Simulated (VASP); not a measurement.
# HoN: interstitial Na from one void to a neighbouring one, part 2 of 4

Wanted: the minimum-energy path in HoN for this move: interstitial Na from one void to a neighbouring one. The start is a cell from a database of measured crystal structures.

VASP 6.6.1, plane waves and PAW; the level of theory is named at each step.

Still holding for the runs below: The data set Ho_3 holds the 4f electrons frozen in the core, so no f bands or f moments appear.

So far. Step 2 (Relax the host): The run ended after 3 ionic steps, 0.001 eV below its first step, once forces and stress met EDIFFG = -0.02.

**3. Relax the start**

This step: r2SCAN, spin-polarised, with small moments to start from, 4f electrons in the core; plane waves and PAW (Ho_3, N, Na) (VASP 6.6.1).

System of this step: NaHo8N8. The cell holds 17 atoms: 8 Ho, 8 N and 1 Na. Cell: a = 6.867 Å, b = 6.867 Å, c = 6.867 Å, α = 60.0°, β = 60.0°, γ = 60.0°. It derives from HoN. Nearest the centre at fractional (0.250, 0.250, 0.000): Na17 at 1.21 Å, N9 at 1.65 Å, Ho3 at 1.70 Å, N10 at 1.72 Å, Ho5 at 1.72 Å, N14 at 2.95 Å, N11 at 2.95 Å, Ho1 at 2.96 Å.

A path needs two true minima; the start is relaxed with symmetry off.

Contents of INCAR:

```
SYSTEM = NaHo8N8
PREC = Normal
ENCUT = 400
EDIFF = 1E-05
NELM = 120
ISMEAR = 0
SIGMA = 0.05
LREAL = Auto
ALGO = Normal
METAGGA = R2SCAN
LASPH = .TRUE.
NBANDS = 82
ISPIN = 2
MAGMOM = 0 0 0.6 0 0 0 0 0 0 0.6 0 0 0 0 0 0 0.6
LMAXMIX = 6
LORBIT = 11
LWAVE = .FALSE.
LCHARG = .FALSE.
NCORE = 3
IBRION = 2
NSW = 60
ISIF = 2
EDIFFG = -0.05
POTIM = 0.4
MAXMIX = 40
ISYM = 0
```

Contents of POSCAR:

```
NaHo8N8
1.0
    0.0000000000      4.8556682524      4.8556682524
    4.8556682524      0.0000000000      4.8556682524
    4.8556682524      4.8556682524      0.0000000000
Ho N Na
8 8 1
Direct
    0.0016608858     -0.0002998493      0.0017232752
    0.0054676051     -0.0036290340      0.4982614629
    0.0030534288      0.4984482075     -0.0006598629
    0.0005787107      0.5016731440      0.4995383576
    0.5001882847     -0.0021740848     -0.0008592941
    0.4982462129      0.0005491878      0.5019173984
    0.5010973946      0.4989361422     -0.0021567431
    0.5053059453      0.4988406490      0.5000241709
    0.2513332401      0.2479468916      0.2408861079
    0.2517570297      0.2491380971      0.7491229439
    0.2425706116      0.7558740720      0.2528490888
    0.2484904133      0.7542406768      0.7541732901
    0.7480093285      0.2526804417      0.2452024188
    0.7458407521      0.2513451073      0.7491039106
    0.7480003207      0.7515949153      0.2481083441
    0.7488339639      0.7490806726      0.7513126122
    0.1262732896      0.1250482517      0.1273973358
```

Contents of KPOINTS:

```
Automatic mesh
0
Gamma
2 2 2
0 0 0
```

The projector-augmented-wave data sets are Ho_3, N and Na (PBE family, release 64).

The run is started by

```sh
mpirun -np 3 vasp_std
```

Output:

```text
[banner, memory and clock lines left out]
running    3 mpi-ranks, on    1 nodes
 distrk:  each k-point on    3 cores,    1 groups
 distr:  one band on    3 cores,    1 groups

 POSCAR found type information on POSCAR HoN Na
 POSCAR found :  3 types and      17 ions
 [... a notice as in an earlier step ...]

 LDA part: xc-table for (None), standard interpolation
 POSCAR, INCAR and KPOINTS ok, starting setup
 FFT: planning ... GRIDC
 FFT: planning ... GRID_SOFT
 FFT: planning ... GRID
 WAVECAR not read
 entering main loop
       N       E                     dE             d eps       ncg     rms          rms(c)
DAV:   1     0.111273302577E+04    0.11127E+04   -0.36023E+04  3024   0.117E+03
DAV:   2    -0.139839732515E+03   -0.12526E+04   -0.11990E+04  3504   0.634E+02
DAV:   3    -0.371041737675E+03   -0.23120E+03   -0.20504E+03  4320   0.211E+02
DAV:   4    -0.401084395749E+03   -0.30043E+02   -0.28867E+02  4316   0.803E+01
DAV:   5    -0.403674025332E+03   -0.25896E+01   -0.25541E+01  4384   0.239E+01    0.922E+01
DAV:   6    -0.362969418312E+03    0.40705E+02   -0.56799E+01  4480   0.337E+01    0.647E+01
DAV:   7    -0.364029047821E+03   -0.10596E+01   -0.55192E+00  4296   0.139E+01    0.282E+01
DAV:   8    -0.364118792698E+03   -0.89745E-01   -0.47044E-01  4328   0.462E+00    0.612E+00
DAV:   9    -0.364122472466E+03   -0.36798E-02   -0.64190E-02  4320   0.160E+00    0.189E+00
DAV:  10    -0.364121922223E+03    0.55024E-03   -0.27183E-02  4360   0.735E-01    0.105E+00
DAV:  11    -0.364122452470E+03   -0.53025E-03   -0.48784E-03  4200   0.471E-01    0.316E-01
DAV:  12    -0.364122594013E+03   -0.14154E-03   -0.11975E-03  4424   0.165E-01    0.984E-02
DAV:  13    -0.364122622873E+03   -0.28860E-04   -0.15942E-04  4152   0.772E-02    0.393E-02
DAV:  14    -0.364122647227E+03   -0.24354E-04   -0.29144E-05  2768   0.371E-02    0.246E-02
DAV:  15    -0.364122641532E+03    0.56946E-05   -0.17850E-05  2424   0.322E-02
   1 F= -.36412264E+03 E0= -.36411630E+03  d E =-.364123E+03  mag=     0.0563
 curvature:   0.00 expect dE= 0.000E+00 dE for cont linesearch  0.000E+00
 trial: gam= 0.00000 g(F)=  0.614E+01 g(S)=  0.000E+00 ort = 0.000E+00 (trialstep = 0.100E+01)
 search vector abs. value=  0.614E+01
 bond charge predicted
       N       E                     dE             d eps       ncg     rms          rms(c)
DAV:   1    -0.358935004756E+03    0.51876E+01   -0.39522E+02  4112   0.150E+02    0.168E+01
DAV:   2    -0.365929799161E+03   -0.69948E+01   -0.67476E+01  4080   0.318E+01    0.102E+01
DAV:   3    -0.366092944055E+03   -0.16314E+00   -0.35292E+00  4200   0.105E+01    0.727E+00
DAV:   4    -0.366060512993E+03    0.32431E-01   -0.43221E-01  4432   0.420E+00    0.175E+00
DAV:   5    -0.366064423074E+03   -0.39101E-02   -0.12009E-01  4376   0.165E+00    0.156E+00
DAV:   6    -0.366064433015E+03   -0.99413E-05   -0.17753E-02  4304   0.749E-01    0.499E-01
DAV:   7    -0.366064700601E+03   -0.26759E-03   -0.50981E-03  4320   0.349E-01    0.311E-01
DAV:   8    -0.366064685311E+03    0.15290E-04   -0.94094E-04  4336   0.177E-01    0.106E-01
DAV:   9    -0.366064638389E+03    0.46922E-04   -0.28845E-04  3992   0.800E-02    0.545E-02
DAV:  10    -0.366064661468E+03   -0.23079E-04   -0.74417E-05  3488   0.456E-02    0.242E-02
DAV:  11    -0.366064673434E+03   -0.11966E-04   -0.13119E-05  2416   0.291E-02    0.121E-02
DAV:  12    -0.366064678080E+03   -0.46459E-05   -0.63660E-06  2176   0.245E-02
   2 F= -.36606468E+03 E0= -.36606214E+03  d E =-.194204E+01  mag=    -0.2443
[... from here on, the cycles between the ionic steps are left out ...]
   3 F= -.36637109E+03 E0= -.36636724E+03  d E =-.224845E+01  mag=    -0.1653
   4 F= -.36655496E+03 E0= -.36655072E+03  d E =-.183867E+00  mag=    -0.1317
   5 F= -.36657434E+03 E0= -.36656977E+03  d E =-.203249E+00  mag=    -0.0855
   6 F= -.36657448E+03 E0= -.36656988E+03  d E =-.203385E+00  mag=    -0.0849
   7 F= -.36659540E+03 E0= -.36659072E+03  d E =-.209202E-01  mag=    -0.0534
   8 F= -.36659832E+03 E0= -.36659353E+03  d E =-.238439E-01  mag=    -0.0173
   9 F= -.36659836E+03 E0= -.36659356E+03  d E =-.238861E-01  mag=    -0.0122
  10 F= -.36659836E+03 E0= -.36659355E+03  d E =-.238790E-01  mag=    -0.0079
  11 F= -.36659988E+03 E0= -.36659509E+03  d E =-.152360E-02  mag=     0.0325
  12 F= -.36659988E+03 E0= -.36659509E+03  d E =-.152818E-02  mag=     0.0210
 curvature:  -0.64 expect dE=-0.583E-03 dE for cont linesearch -0.264E-07
 trial: gam= 0.30885 g(F)=  0.909E-03 g(S)=  0.000E+00 ort =-0.113E-04 (trialstep = 0.116E+01)
 search vector abs. value=  0.120E-02
 bond charge predicted
       N       E                     dE             d eps       ncg     rms          rms(c)
DAV:   1    -0.366599482764E+03    0.40099E-03   -0.16895E-01  3882   0.254E+00    0.235E-01
DAV:   2    -0.366600441822E+03   -0.95906E-03   -0.11720E-02  4000   0.514E-01    0.183E-01
DAV:   3    -0.366600528681E+03   -0.86860E-04   -0.69451E-04  4238   0.168E-01    0.138E-01
DAV:   4    -0.366600535367E+03   -0.66852E-05   -0.59026E-05  3536   0.556E-02
  13 F= -.36660054E+03 E0= -.36659573E+03  d E =-.650863E-03  mag=    -0.0122
 trial-energy change:   -0.000651  1 .order   -0.000590   -0.001049   -0.000131
 step:   1.2724(harm=  1.3226)  dis= 0.00302  next Energy=  -366.600542 (dE=-0.657E-03)
 reached required accuracy - stopping structural energy minimisation
```

Run time: 49 min. Hardware: 3 MPI ranks of AMD EPYC 7R43, shared host; peak memory 0.49 GiB.

OUTCAR, selected parts (step 3):

```text
 Found      8 irreducible k-points:

   k-points           NKPTS =      8   k-points in BZ     NKDIM =      8   number of bands    NBANDS=     82

   dimension x,y,z NGX =    36 NGY =   36 NGZ =   36
   dimension x,y,z NGXF=    72 NGYF=   72 NGZF=   72

   ENCUT  =  400.0 eV  29.40 Ry    5.42 a.u.  11.20 11.20 11.20*2*pi/ulx,y,z

   NELECT =     113.0000    total number of electrons

 E-fermi :   5.4992

 spin component 1
 k-point     1 :       0.0000    0.0000    0.0000
  band No.  band energies     occupation
    ...
     55       4.0100      1.00000
     56       4.0101      1.00000
     57       4.5201      1.00000
     58       4.5215      1.00000
     59       4.6632      1.00000
     60       7.7777      0.00000
     61       7.7799      0.00000
     62       7.7804      0.00000
     63       8.6914      0.00000
     64       9.7340      0.00000
    ...

 k-point     2 :       0.5000    0.0000    0.0000
  band No.  band energies     occupation
    ...
     52       2.6268      1.00000
     53       2.6349      1.00000
     54       2.7414      1.00000
     55       2.7419      1.00000
     56       2.7533      1.00000
     57       6.5224      0.00000
     58       7.0183      0.00000
     59       7.0214      0.00000
     60       7.3004      0.00000
     61       7.3013      0.00000
    ...

 k-point     3 :       0.0000    0.5000    0.0000
  band No.  band energies     occupation
    ...
     52       2.6314      1.00000
     53       2.6333      1.00000
     54       2.7419      1.00000
     55       2.7425      1.00000
     56       2.7505      1.00000
     57       6.5226      0.00000
     58       7.0182      0.00000
     59       7.0207      0.00000
     60       7.2999      0.00000
     61       7.3022      0.00000
    ...

 k-point     4 :       0.0000    0.0000    0.5000
  band No.  band energies     occupation
    ...
     52       2.6326      1.00000
     53       2.6343      1.00000
     54       2.7418      1.00000
     55       2.7428      1.00000
     56       2.7497      1.00000
     57       6.5231      0.00000
     58       7.0183      0.00000
     59       7.0225      0.00000
     60       7.2982      0.00000
     61       7.3015      0.00000
    ...

  Total        9.8254965      9.9855275      9.9712741      0.0084336     -0.0207672      0.0562584
  in kB       68.7524331     69.8722258     69.7724896      0.0590129     -0.1453155      0.3936595
  external PRESSURE =      69.4657161 kB  Pullay stress =       0.0000000 kB

  energy-cutoff  :      400.00
  volume of cell :      228.97
      direct lattice vectors                 reciprocal lattice vectors
     0.000000000  4.855668252  4.855668252    -0.102972438  0.102972438  0.102972438
     4.855668252  0.000000000  4.855668252     0.102972438 -0.102972438  0.102972438
     4.855668252  4.855668252  0.000000000     0.102972438  0.102972438 -0.102972438

 POSITION                                       TOTAL-FORCE (eV/Angst)
 -----------------------------------------------------------------------------------
      9.61351      9.60630      9.60938        -0.022039      0.008641      0.011125
      7.37957      7.38682      9.61305         0.008015     -0.018945     -0.004309
      7.38268      9.61028      7.38812         0.007463     -0.019123     -0.001225
      4.83347      2.44859      2.45095         0.017191     -0.010690     -0.011840
      9.60796      7.38019      7.38479        -0.000432      0.003397      0.001653
      2.44773      4.83178      2.45112        -0.007234      0.020061     -0.015301
      2.44849      2.44548      4.83583        -0.012499     -0.008986      0.019087
      4.82969      4.83460      4.83787         0.025964      0.002196      0.000025
      2.45625      2.45570      2.46057         0.008861      0.002048     -0.005978
      4.82363      4.82472      2.46055        -0.009569     -0.016995      0.010568
      4.82749      2.45680      4.82561        -0.020074      0.002360      0.007564
      7.30873      4.82960      4.83346        -0.011188      0.003244     -0.001962
      2.45664      4.81969      4.82719         0.002489      0.013610     -0.008507
      4.82845      7.30634      4.83068         0.008685     -0.003393      0.017535
      4.82869      4.82775      7.30947         0.009512      0.014086     -0.001679
      7.30608      7.30698      7.31088        -0.003663     -0.005573     -0.008416
      1.21378      1.20867      1.21556        -0.001481      0.014063     -0.008338
 -----------------------------------------------------------------------------------
    total drift:                               -0.007886     -0.015905      0.012031

  FREE ENERGIE OF THE ION-ELECTRON SYSTEM (eV)
  ---------------------------------------------------
  free  energy   TOTEN  =      -366.6005353667 eV

  energy  without entropy=     -366.5909232792  energy(sigma->0) =     -366.59572932

 total charge
# of ion       s       p       d       tot
------------------------------------------
    1        0.404   7.030   1.590   9.024
    2        0.404   7.030   1.589   9.024
    3        0.404   7.030   1.589   9.024
    4        0.375   6.960   1.417   8.752
    5        0.404   7.030   1.589   9.023
    6        0.375   6.960   1.417   8.753
    7        0.375   6.960   1.417   8.753
    8        0.375   6.960   1.418   8.753
    9        1.257   2.410   0.000   3.667
   10        1.257   2.410   0.000   3.667
   11        1.257   2.410   0.000   3.667
   12        1.264   2.424   0.000   3.688
   13        1.257   2.410   0.000   3.667
   14        1.264   2.424   0.000   3.688
   15        1.264   2.424   0.000   3.688
   16        1.264   2.424   0.000   3.687
   17        0.198   0.184   0.000   0.382
--------------------------------------------------
tot         13.399  75.483  12.026 100.908

 magnetization (x)
# of ion       s       p       d       tot
------------------------------------------
    1       -0.000  -0.000  -0.002  -0.003
    2       -0.000  -0.000  -0.002  -0.003
    3       -0.000  -0.000  -0.002  -0.003
    4       -0.000  -0.000  -0.002  -0.002
    5       -0.000  -0.000  -0.002  -0.003
    6       -0.000  -0.000  -0.002  -0.002
    7       -0.000  -0.000  -0.002  -0.002
    8       -0.000  -0.000  -0.002  -0.002
    9        0.000   0.000   0.000   0.000
   10        0.000   0.000   0.000   0.000
   11        0.000   0.000   0.000   0.000
   12        0.000   0.000   0.000   0.000
   13        0.000   0.000   0.000   0.000
   14        0.000   0.000   0.000   0.000
   15        0.000   0.000   0.000   0.000
   16        0.000   0.000   0.000   0.000
   17       -0.000  -0.000   0.000  -0.000
--------------------------------------------------
tot          0.000   0.001  -0.016  -0.015

[... 1 part as in an earlier step ...]

[... 11 further parts left out ...]
```

The data set Na keeps the semicore shell frozen, which is cheaper and a little less accurate.

The steps of the relaxation:

```csv
step,energy less that of the first step (eV),largest force (eV/Å)
1,0.0000,6.4111
2,-1.9420,2.6234
3,-2.2484,1.1367
4,-2.4323,0.4062
5,-2.4517,0.3629
6,-2.4518,0.3626
7,-2.4728,0.1529
8,-2.4757,0.1002
9,-2.4757,0.1008
10,-2.4757,0.0994
11,-2.4772,0.0695
12,-2.4772,0.0743
13,-2.4779,0.0262
```

The atoms that moved most (Å):

```
atom      dx      dy      dz  length
 Ho1  -0.105  -0.121  -0.109   0.194
 Ho3   0.110  -0.113   0.097   0.185
 Ho2   0.122   0.085  -0.107   0.184
 Ho5  -0.089   0.100   0.111   0.174
  N9   0.083   0.066   0.036   0.112
 N11  -0.071   0.051  -0.023   0.090
 Ho8  -0.020  -0.047  -0.038   0.064
 N14  -0.029   0.047  -0.011   0.057
```

The relaxed structure:

```cif
data_structure
_symmetry_space_group_name_H-M 'P 1'
_symmetry_Int_Tables_number 1
_cell_length_a 6.8670
_cell_length_b 6.8670
_cell_length_c 6.8670
_cell_angle_alpha 60.000
_cell_angle_beta 60.000
_cell_angle_gamma 60.000
_cell_volume 228.97
loop_
_atom_site_label
_atom_site_type_symbol
_atom_site_fract_x
_atom_site_fract_y
_atom_site_fract_z
_atom_site_occupancy
Ho1 Ho 0.98876 0.99024 0.98961 1
Ho2 Ho 0.99063 0.98913 0.53065 1
Ho3 Ho 0.99015 0.53139 0.98903 1
Ho4 Ho 0.00680 0.49796 0.49747 1
Ho5 Ho 0.53103 0.98983 0.98888 1
Ho6 Ho 0.49789 0.00691 0.49719 1
Ho7 Ho 0.49765 0.49827 0.00599 1
Ho8 Ho 0.49867 0.49766 0.49699 1
N9 N 0.25331 0.25343 0.25242 1
N10 N 0.25348 0.25326 0.74015 1
N11 N 0.25279 0.74102 0.25318 1
N12 N 0.24243 0.75299 0.75220 1
N13 N 0.74040 0.25374 0.25219 1
N14 N 0.75258 0.24227 0.75212 1
N15 N 0.75258 0.75277 0.24167 1
N16 N 0.75291 0.75273 0.75192 1
Na17 Na 0.12464 0.12569 0.12428 1
```

Numbers from this step:

* electronic cycles: 89
* electrons: 113
* free energy (TOTEN): -366.6005 eV
* energy at zero smearing: -366.5957 eV
* Fermi energy: 5.499 eV
* moment of the cell, from the last line of the log: -0.0122 μB
* labelled metallic, from the levels on this mesh: yes

Spin moment in the PAW sphere by atom:

```
atom  spin moment in the PAW sphere (μB)
 Ho1                             -0.0030
 Ho2                             -0.0030
 Ho3                             -0.0030
 Ho4                             -0.0020
 Ho5                             -0.0030
 Ho6                             -0.0020
 Ho7                             -0.0020
 Ho8                             -0.0020
  N9                              0.0000
 N10                              0.0000
 N11                              0.0000
 N12                              0.0000
 N13                              0.0000
 N14                              0.0000
 N15                              0.0000
 N16                              0.0000
Na17                              0.0000
```

The run ended after 13 ionic steps, 2.478 eV below its first step, once the forces on the free atoms met EDIFFG = -0.05.

The total moment is the log's last value; OUTCAR's line is one cycle older.

[end of part 2 of 4]

[Lines on the potential files, build, host, timing and source positions are cut from VASP's logs without a mark.]

[Logs are printed without paths, hosts, clocks, repeated set-up lines and the standing remarks that a program may print on its own settings, such as how far it seeks lower states.]

[Hosts, paths, dates, database ids (printed as entryN), source tags and the programs' standing remarks are cut or masked in the printed files.]

[Runs that stopped without an error message from VASP are left out.]
